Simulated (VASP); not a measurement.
Output of a VASP run:

**OSZICAR**
```
       N       E                     dE             d eps       ncg     rms          rms(c)
DAV:   1     0.840295390018E+02    0.84030E+02   -0.98864E+03   840   0.152E+03
DAV:   2    -0.107769151711E+02   -0.94806E+02   -0.86888E+02  1112   0.270E+02
DAV:   3    -0.144778706325E+02   -0.37010E+01   -0.36760E+01  1112   0.521E+01
DAV:   4    -0.145722987769E+02   -0.94428E-01   -0.94386E-01  1120   0.766E+00
DAV:   5    -0.145739487296E+02   -0.16500E-02   -0.16499E-02  1104   0.832E-01    0.212E+01
DAV:   6    -0.126798607702E+02    0.18941E+01   -0.88956E+00   952   0.240E+01    0.243E+01
DAV:   7    -0.125811027797E+02    0.98758E-01   -0.47386E-01  1032   0.643E+00    0.143E+01
DAV:   8    -0.125572045672E+02    0.23898E-01   -0.13142E-01   944   0.397E+00    0.922E-01
DAV:   9    -0.125565079991E+02    0.69657E-03   -0.12859E-02  1148   0.984E-01    0.200E-01
DAV:  10    -0.125567655643E+02   -0.25757E-03   -0.10037E-03   924   0.323E-01    0.666E-02
DAV:  11    -0.125568045084E+02   -0.38944E-04   -0.93984E-05   956   0.901E-02    0.286E-02
DAV:  12    -0.125568098835E+02   -0.53751E-05   -0.15293E-05  1120   0.387E-02    0.759E-03
DAV:  13    -0.125568092273E+02    0.65616E-06   -0.21053E-06   972   0.154E-02
   1 F= -.10623503E+02 E0= -.10623503E+02  d E =-.106235E+02
```

File OUTCAR:
```
------------------------ aborting loop because EDIFF is reached ----------------------------------------
  FORCE on cell =-STRESS in cart. coord.  units (eV):
  Direction    XX          YY          ZZ          XY          YZ          ZX
  --------------------------------------------------------------------------------------
  Total        1.9324037      1.9324037      1.9324037     -0.0000000     -0.0000000      0.0000000
  in kB       99.9533402     99.9533402     99.9533402     -0.0000000     -0.0000000      0.0000000
  external PRESSURE =      -0.0466598 kB  Pullay stress =     100.0000000 kB
  volume of cell :       30.97
      direct lattice vectors                 reciprocal lattice vectors
     0.000000000  2.492644717  2.492644717    -0.200590159  0.200590159  0.200590159
     2.492644717  0.000000000  2.492644717     0.200590159 -0.200590159  0.200590159
     2.492644717  2.492644717  0.000000000     0.200590159  0.200590159 -0.200590159
  FREE ENERGIE OF THE ION-ELECTRON SYSTEM (eV)
  ---------------------------------------------------
  free  energy   TOTEN  =       -12.5568092273 eV

  energy  without entropy=      -12.5568092273  energy(sigma->0) =      -12.55680923
  enthalpy is  TOTEN    =       -10.6235034054 eV   P V=        1.9333058219

 reached required accuracy - stopping structural energy minimisation
```
(Selected blocks of OUTCAR.)

### POSCAR
```
SrO
1
    0.0000000000     2.4926447171     2.4926447171
    2.4926447171    -0.0000000000     2.4926447171
    2.4926447171     2.4926447171     0.0000000000
Sr O
1 1
Direct
  0.0000000000   0.0000000000   0.0000000000
  0.5000000000   0.5000000000   0.5000000000
```

**Question.** Reconstruct the remaining input files.

**Answer.** Several could match; the one computed here: the input of the run itself, PBEsol GGA, plane waves, VASP's PBE PAW potentials (set 64).

**INCAR**
```
ALGO = Normal
EDIFF = 1E-6
EDIFFG = -0.02
ENCUT = 620
GGA = PS
IBRION = 2
ISIF = 3
ISMEAR = 0
LASPH = T
LCHARG = F
LMAXMIX = 4
LREAL = F
LWAVE = F
NELM = 100
NSW = 40
PREC = Accurate
PSTRESS = 100
SIGMA = 0.05
SYSTEM = SrO
```

### KPOINTS
```
Automatic
0
Gamma
  9 9 9
```

POTCAR, in this order: Sr_sv O (PBE.64 set). Program: vasp_std.

The structure was generated: SrO was put into the rock salt type (Fm-3m), which need not be its known phase. It was relaxed first under an external pressure of 10 GPa.
